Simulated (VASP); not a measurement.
SrTl2Ge2: single point with PBE

SrTl2Ge2:

```
Ge Tl Sr
1.0
     0.00000    4.76280    0.00000
     4.76280    0.00000    0.00000
     2.38140    2.38140   -5.80633
Ge Tl Sr
2 2 1
Direct
  0.38600 0.38600 0.22800
  0.61400 0.61400 0.77200
  0.75000 0.25000 0.50000
  0.25000 0.75000 0.50000
  0.00000 0.00000 0.00000
```

The cell was built by a generator and needn't be a form met in nature.

```
Program                : VASP 6.6.1
Task                   : single point
Functional             : PBE
Potentials or basis    : VASP PAW PBE potentials, release 64 (Ge_d, Tl_d, Sr_sv)
Cutoff                 : 520 eV
k mesh                 : 4 × 4 × 4
Occupations            : fermi-dirac, width 0.1 eV
Spin                   : no spin polarisation
Dipole correction      : no
Further INCAR settings : ALGO = Fast; EDIFF = 1e-07; NBANDS = 40
```

The pressure is 4.4 GPa and the largest force is 0.911 eV/Å. The band gap on the k mesh is none (metal or under the smearing width).

Forces on the atoms (eV/Å):
```
Ge   0.000  0.000  0.911
Ge   0.000  0.000 -0.911
Tl   0.000  0.000  0.000
Tl   0.000  0.000  0.000
Sr   0.000  0.000  0.000
```

Stress tensor (GPa, compression positive):
```
4.57 0.00 0.00
0.00 4.57 0.00
0.00 0.00 3.94
```

Levels at points of the mesh, in eV from the Fermi level:
```tsv
k point	band 28	band 29	band 30	band 31	band 32	band 33	band 34	band 35	band 36	band 37
(0.00, 0.00, 0.00)	-3.91	-2.56	-2.56	-0.72	-0.72	-0.06	0.32	0.95	3.13	3.50
(0.50, 0.00, 0.00)	-5.24	-1.86	-1.53	-1.49	-0.59	-0.12	0.38	1.70	3.04	3.76
(0.50, 0.50, 0.00)	-6.86	-3.76	-3.03	-2.20	-0.56	0.52	1.18	2.95	3.70	4.13
(0.00, 0.00, 0.50)	-2.84	-2.84	-2.71	-1.52	-0.47	0.66	0.66	2.08	2.53	2.88
```

Run time: 4.4 min on 1 thread of AMD EPYC 9R45 96-Core Processor (Zen 5), on a shared host, peak memory 0.24 GiB.

The run has no spin-orbit coupling, so splittings on Tl are missing.
